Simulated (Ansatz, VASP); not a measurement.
LiZn3: VASP beside Ansatz

```
Li Zn
1.0
     0.00000    3.01111    3.01111
     3.01111    0.00000    3.01111
     3.01111    3.01111    0.00000
Li Zn
1 3
Direct
  0.03321 0.96679 0.96679
  0.25000 0.25000 0.25000
  0.75000 0.75000 0.75000
  0.50000 0.50000 0.50000
```

The cell comes from a database or a generator and needn't be the stable form of this composition.

Alike in both runs: task single point; functional LDA; k mesh 6 × 6 × 6; occupations fermi-dirac, width 0.1 eV; no spin polarisation.

|  | VASP | Ansatz |
| --- | --- | --- |
| version | VASP 6.6.1 | Ansatz 0.2.0 |
| potentials or method | VASP PAW LDA potentials, release 64 (Li_sv, Zn) | plane waves, PAW |
| plane-wave cutoff (eV) | 520 | 420 |
| valence electrons in the cell | 39 | 39 |

Ansatz gave:

| Item | Value |
| --- | --- |
| rms of the force components (eV/Å) | 0.208 |

Task: Which values does VASP return?

Result: rms of the force components (eV/Å): 0.210.

Atom by atom the forces differ by 0.002 eV/Å (rms over components).
